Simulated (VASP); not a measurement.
Output of a VASP run:

OSZICAR:
```
       N       E                     dE             d eps       ncg     rms          rms(c)
DAV:   1     0.392490601312E+02    0.39249E+02   -0.53293E+03  2634   0.104E+03
DAV:   2    -0.456509771872E+01   -0.43814E+02   -0.42652E+02  2745   0.192E+02
DAV:   3    -0.496446174555E+01   -0.39936E+00   -0.39473E+00  3065   0.212E+01
DAV:   4    -0.496659296453E+01   -0.21312E-02   -0.21308E-02  3031   0.144E+00
DAV:   5    -0.496661814639E+01   -0.25182E-04   -0.25181E-04  3012   0.136E-01    0.637E+00
DAV:   6    -0.475481765389E+01    0.21180E+00   -0.10561E+00  2664   0.955E+00    0.325E+00
DAV:   7    -0.474781460207E+01    0.70031E-02   -0.45260E-03  2847   0.657E-01    0.176E+00
DAV:   8    -0.474515461516E+01    0.26600E-02   -0.96051E-04  2730   0.262E-01    0.380E-02
DAV:   9    -0.474515938109E+01   -0.47659E-05   -0.75068E-06  3111   0.314E-02    0.121E-02
DAV:  10    -0.474516367786E+01   -0.42968E-05   -0.21440E-06  2929   0.182E-02    0.223E-03
DAV:  11    -0.474516350146E+01    0.17640E-06   -0.45216E-08  2347   0.185E-03    0.444E-04
DAV:  12    -0.474516344312E+01    0.58341E-07   -0.41453E-09  1368   0.787E-04
   1 F= -.47451634E+01 E0= -.47450078E+01  d E =-.466936E-03
```

File OUTCAR:
```
------------------------ aborting loop because EDIFF is reached ----------------------------------------
  FORCE on cell =-STRESS in cart. coord.  units (eV):
  Direction    XX          YY          ZZ          XY          YZ          ZX
  --------------------------------------------------------------------------------------
  Total       -0.0201682     -0.0201682     -0.0201682      0.0000000      0.0000000      0.0000000
  in kB       -2.0676703     -2.0676703     -2.0676703      0.0000000      0.0000000      0.0000000
  external PRESSURE =      -2.0676703 kB  Pullay stress =       0.0000000 kB
  volume of cell :       15.63
      direct lattice vectors                 reciprocal lattice vectors
     0.000000000  1.984368461  1.984368461    -0.251969334  0.251969334  0.251969334
     1.984368461  0.000000000  1.984368461     0.251969334 -0.251969334  0.251969334
     1.984368461  1.984368461  0.000000000     0.251969334  0.251969334 -0.251969334
 POSITION                                       TOTAL-FORCE (eV/Angst)
 -----------------------------------------------------------------------------------
      0.00000      0.00000      0.00000         0.000000      0.000000      0.000000
 -----------------------------------------------------------------------------------
    total drift:                                0.000000      0.000000     -0.000000
  FREE ENERGIE OF THE ION-ELECTRON SYSTEM (eV)
  ---------------------------------------------------
  free  energy   TOTEN  =        -4.7451634431 eV

  energy  without entropy=       -4.7446965067  energy(sigma->0) =       -4.74500780
```
(Selected blocks of OUTCAR.)

File POSCAR:
```
Pd
1
    0.0000000000     1.9843684614     1.9843684614
    1.9843684614     0.0000000000     1.9843684614
    1.9843684614     1.9843684614     0.0000000000
Pd
1
Direct
  0.0000000000   0.0000000000   0.0000000000
```

Q: Reconstruct the remaining input files.

A: One answer among several that fit: the input of the run itself, revPBE GGA, plane waves, VASP's PBE PAW potentials (set 64).

### INCAR
```
SYSTEM = Pd
PREC = Accurate; ENCUT = 520; LREAL = F
LASPH = T
EDIFF = 1E-7; NELM = 100; ALGO = Normal
LMAXMIX = 4
ISMEAR = 1; SIGMA = 0.1
GGA = RE
ISIF = 2
LWAVE = F; LCHARG = F
```

File KPOINTS:
```
Regular mesh
0
gamma
  16 16 16
```

POTCAR, in this order: Pd (PBE.64 set). Program: vasp_std.

The compound is Pd in the fcc structure. It was relaxed first, which changed the volume by +6 %.
